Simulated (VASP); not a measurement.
Consider the following.

```xyz
4
Lattice="4.1095 0.0000 0.0000 0.0000 4.1095 0.0000 0.0000 0.0000 4.1095" Properties=species:S:1:pos:R:3 pbc="T T T"
Sc     0.0000     0.0000     0.0000
Al     0.0000     2.0547     2.0547
Al     2.0547     0.0000     2.0547
Al     2.0547     2.0547     0.0000
```

Calculation: PW91 GGA, VASP's PBE PAW potentials (set 64) (plane waves; VASP). Numerical set-up: 520 eV cut-off, Gaussian smearing of 0.050 eV, potentials Sc_sv Al.

Q: Give the energies of bands 5 to 13 at the high-symmetry points, in eV from the Fermi level.

A: 
```json
[
 {"band": "5", "Γ": "-9.89", "X": "-8.05", "M": "-6.64", "R": "-4.74"},
 {"band": "6", "Γ": "-2.55", "X": "-7.21", "M": "-5.56", "R": "-4.74"},
 {"band": "7", "Γ": "-2.55", "X": "-1.65", "M": "-5.56", "R": "-4.74"},
 {"band": "8", "Γ": "-1.76", "X": "-1.65", "M": "-4.25", "R": "-4.35"},
 {"band": "9", "Γ": "-1.76", "X": "-1.38", "M": "-0.49", "R": "-2.88"},
 {"band": "10", "Γ": "-1.76", "X": "0.79", "M": "-0.49", "R": "-2.88"},
 {"band": "11", "Γ": "1.32", "X": "1.03", "M": "1.24", "R": "-2.88"},
 {"band": "12", "Γ": "1.32", "X": "1.03", "M": "1.40", "R": "1.01"},
 {"band": "13", "Γ": "1.32", "X": "1.45", "M": "2.09", "R": "2.60"}
]
```

It has no gap at this level: it comes out as a metal or semimetal.

The compound is Al3Sc in the L1_2 structure. It was relaxed first.
